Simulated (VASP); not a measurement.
A run of VASP 6.6.1 is set up as follows.

Contents of INCAR:

```
SYSTEM = Mo
PREC = Accurate ; ENCUT = 520
EDIFF = 1E-6 ; ISMEAR = 1
SIGMA = 0.1 ; LREAL = .False.
LASPH = .True. ; NELM = 80
ALGO = Normal ; ISIF = 2
LWAVE = .False. ; LCHARG = .False.
LDIPOL = .True. ; IDIPOL = 3
DIPOL = 0.5 0.5 0.500 ; GGA = PE
NBANDS = 73 ; LVHAR = .True.
LVACPOTAV = .True. ; ICORELEVEL = 1
KPAR = 4
```

KPOINTS

```
regular mesh
0
Gamma
  12 12 1
  0 0 0
```

File POSCAR:

```
Mo
1.0
    3.1617840000      0.0000000000      0.0000000000
    0.0000000000      3.1617840000      0.0000000000
    0.0000000000      0.0000000000     27.6471360000
Mo
9
Direct
    0.5000000000      0.5000000000      0.2712758400
    0.0000000000      0.0000000000      0.3284568800
    0.5000000000      0.5000000000      0.3856379200
    0.0000000000      0.0000000000      0.4428189600
    0.5000000000      0.5000000000      0.5000000000
    0.0000000000      0.0000000000      0.5571810400
    0.5000000000      0.5000000000      0.6143620800
    0.0000000000      0.0000000000      0.6715431200
    0.5000000000      0.5000000000      0.7287241600
```

Potentials or basis: VASP PAW PBE potentials, release 64 (Mo_sv).

Command:

```console
$ cat potpaw_PBE.64/Mo_sv/POTCAR > POTCAR
$ mpirun -np 4 vasp_std > vasp.out
```

Q: Estimate the band gap on the k mesh.

A: None (metal or under the smearing width).

Q: Estimate the work function of the upper face.

A: 3.91 eV.

Core levels (eV, on the scale of the bands):
```tsv
atom	levels
1 Mo	1s -19811.4, 2s -2791.5, 2p -2494.5, 3s -468.6, 3p -371.4, 3d -213.2
2 Mo	1s -19811.4, 2s -2791.6, 2p -2494.6, 3s -468.8, 3p -371.5, 3d -213.3
3 Mo	1s -19811.5, 2s -2791.7, 2p -2494.7, 3s -468.9, 3p -371.6, 3d -213.4
4 Mo	1s -19811.4, 2s -2791.6, 2p -2494.6, 3s -468.8, 3p -371.5, 3d -213.3
5 Mo	1s -19811.5, 2s -2791.7, 2p -2494.7, 3s -468.9, 3p -371.6, 3d -213.5
6 Mo	1s -19811.4, 2s -2791.6, 2p -2494.6, 3s -468.8, 3p -371.5, 3d -213.3
```
